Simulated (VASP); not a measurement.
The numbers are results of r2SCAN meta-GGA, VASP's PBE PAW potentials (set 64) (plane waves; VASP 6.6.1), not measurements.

The input files of a VASP run:

File KPOINTS:
```
Automatic mesh
0
G
 12 12 12
0 0 0
```

**INCAR**
```
! general
SYSTEM  = Sr
PREC    = Normal
ENCUT   = 400   ! plane-wave cut-off (eV)
LREAL   = .FALSE.   ! projection in real space or not
LASPH   = .TRUE.   ! aspherical one-centre terms

! electronic loop
EDIFF   = 1E-5   ! SCF stop (eV)
NELM    = 100   ! most electronic steps
NELMIN  = 4
ALGO    = Normal
LMAXMIX = 4
LMIXTAU = .TRUE.

! smearing
ISMEAR  = 1   ! Methfessel-Paxton
SIGMA   = 0.1

! functional
METAGGA = R2SCAN

! ions
IBRION  = 2
NSW     = 20   ! most ionic steps
ISIF    = 2   ! forces and stress, cell fixed
EDIFFG  = -0.03   ! ionic stop

! output
LWAVE   = .FALSE.
LCHARG  = .FALSE.
```

POSCAR:
```
Sr
1.0
  0.0000000000   3.0470469965   3.0470469965
  3.0470469965   0.0000000000   3.0470469965
  3.0470469965   3.0470469965   0.0000000000
Sr
1
Direct
  0.0000000000   0.0000000000   0.0000000000
```

POTCAR, in this order: Sr_sv (PBE.64 set). Program: vasp_std.

Question: What will the output report for the number of irreducible k-points (NKPTS), largest plane-wave count, number of space-group operations, FFT grid (NGX, NGY, NGZ)?

Answer: 
* **number of irreducible k-points (NKPTS)**: 72
* **largest plane-wave count**: 1056
* **number of space-group operations**: 48
* **FFT grid (NGX, NGY, NGZ)**: 24 × 24 × 24

The compound is Sr in the fcc structure. It was relaxed first.
